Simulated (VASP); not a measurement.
Consider the following.

```yaml
crystal:
  lattice:
    - [0.00000, 2.20055, 2.20055]
    - [2.20055, 0.00000, 2.20055]
    - [2.20055, 2.20055, 0.00000]
  atoms:
    - { symbol: Al, position: [0.00000, 0.00000, 0.00000] }
    - { symbol: N, position: [0.25000, 0.25000, 0.25000] }
```

The numbers are results of PBE GGA, VASP's PBE PAW potentials (set 64) (plane waves; VASP), not measurements. Numerical set-up: 650 eV cut-off, 9×9×9 Γ-centred mesh, Gaussian smearing of 0.050 eV, potentials Al N.

Problem. Give the elastic stiffness tensor with the ions relaxed (GPa, in the frame of the cell).

Solution. 
```
     xx   yy   zz   yz   xz   xy
--  ---  ---  ---  ---  ---  ---
xx  283  150  150  0.0  0.0  0.0
yy  150  283  150  0.0  0.0  0.0
zz  150  150  283  0.0  0.0  0.0
yz  0.0  0.0  0.0  179  0.0  0.0
xz  0.0  0.0  0.0  0.0  179  0.0
xy  0.0  0.0  0.0  0.0  0.0  179
```

Problem. What does the run give for the Hill bulk modulus, Hill shear modulus, Young's modulus, Poisson's ratio?

Solution. 
```json
{
  "hill_bulk_modulus": "194 GPa",
  "hill_shear_modulus": "121 GPa",
  "Young's modulus": "300 GPa",
  "Poisson's ratio": "0.243"
}
```

The compound is AlN in the zinc blende structure, a metastable form; wurtzite is the usual one. It was relaxed first.
